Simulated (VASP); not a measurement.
Consider the following.

```
CELL_PARAMETERS angstrom
     -2.86406     2.86406     1.55533
      2.86406    -2.86406     1.55533
      2.86406     2.86406    -1.55533
ATOMIC_POSITIONS crystal
  Sn 0.25000 0.75000 0.50000
  Sn 0.00000 0.00000 0.00000
```

Calculation: PBE GGA with D3 dispersion (Becke-Johnson damping), VASP's PBE PAW potentials (set 64) (plane waves; VASP). Settings: 520 eV cut-off, 13×13×13 Γ-centred mesh, first-order Methfessel-Paxton smearing of 0.10 eV, potentials Sn_d.

**Question.** Give the stress tensor in GPa (positive for a compressed cell).

**Answer.** 
```
3.97  0.00  0.00
0.00  3.97  0.00
0.00  0.00  3.89
```
The pressure is its mean diagonal, 3.95 GPa.

The compound is Sn in the beta structure. This cell is one point of a volume scan, at 0.94 of the reference volume.
